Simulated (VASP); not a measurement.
Method: LDA (Ceperley-Alder, Perdew-Zunger), VASP's LDA PAW potentials (set 64) (plane waves; VASP).

VASP ran on this input.

### KPOINTS
```
Automatic mesh
0
Gamma
7 7 7
0 0 0
```

### POSCAR
```
MnSi
1
    4.4260148505     0.0000000000    -0.0000000000
    0.0000000000     4.4260148505     0.0000000000
    0.0000000000     0.0000000000     4.4260148505
Mn Si
4 4
Direct
  0.8623497950   0.6376502050   0.3623497950
  0.3623497950   0.8623497950   0.6376502050
  0.1376502050   0.1376502050   0.1376502050
  0.6376502050   0.3623497950   0.8623497950
  0.1544454627   0.3455545373   0.6544454627
  0.6544454627   0.1544454627   0.3455545373
  0.8455545373   0.8455545373   0.8455545373
  0.3455545373   0.6544454627   0.1544454627
```

INCAR:
```
! general
SYSTEM   =  MnSi
PREC     =  Accurate
ENCUT    =  500
LREAL    =  .FALSE.   ! projection in real space or not
LASPH    =  .TRUE.

! electronic loop
EDIFF    =  1E-6
NELM     =  100   ! most electronic steps
ALGO     =  Normal
LMAXMIX  =  4

! smearing
ISMEAR   =  1   ! Methfessel-Paxton
SIGMA    =  0.1

! spin
ISPIN    =  2
MAGMOM   =  0.6 0.6 0.6 0.6 -0.0 -0.0 -0.0 -0.0

! ions
IBRION   =  2
NSW      =  40   ! most ionic steps
ISIF     =  3
EDIFFG   =  -0.02   ! ionic stop

! output
LWAVE    =  .FALSE.
LCHARG   =  .FALSE.
LORBIT   =  10
```

POTCAR, in this order: Mn_pv Si (LDA.64 set). Program: vasp_std.

Q: What will the output report for the number of irreducible k-points (NKPTS), largest plane-wave count, number of space-group operations, FFT grid (NGX, NGY, NGZ)?

A: 
| Property | Result |
|---|---|
| number of irreducible k-points (NKPTS) | 24 |
| largest plane-wave count | 2236 |
| number of space-group operations | 12 |
| FFT grid (NGX, NGY, NGZ) | 32 × 32 × 32 |

The compound is MnSi in the B20 structure. It was relaxed first, which changed the volume by -9 %.
